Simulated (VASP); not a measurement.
Input:

```xyz
2
Lattice="0.0000 1.7769 1.7769 1.7769 0.0000 1.7769 1.7769 1.7769 0.0000" Properties=species:S:1:pos:R:3 pbc="T T T"
C      0.0000     0.0000     0.0000
C      0.8884     0.8884     0.8884
```

These are MS2 meta-GGA, VASP's PBE PAW potentials (set 64) (plane waves; VASP) values and carry that method's errors. Run with 520 eV cut-off, 14×14×14 Γ-centred mesh, tetrahedra with Blöchl corrections, potentials C.

Give the energies of bands 2 to 7 at the high-symmetry points, in eV from the valence-band maximum.

| band | Γ | X | U | L | W |
|---|---|---|---|---|---|
| 2 | 0.00 | -13.16 | -12.08 | -13.63 | -12.38 |
| 3 | 0.00 | -6.34 | -9.39 | -2.79 | -8.37 |
| 4 | 0.00 | -6.34 | -5.38 | -2.79 | -8.37 |
| 5 | 6.69 | 5.38 | 6.36 | 9.59 | 11.37 |
| 6 | 6.69 | 5.38 | 11.69 | 9.59 | 11.37 |
| 7 | 6.69 | 18.67 | 16.00 | 9.83 | 13.80 |

The gap is indirect, 4.80 eV, from the valence maximum at Γ to the conduction minimum at Γ-X at 0.78.

The compound is C in the diamond structure. It was relaxed first.
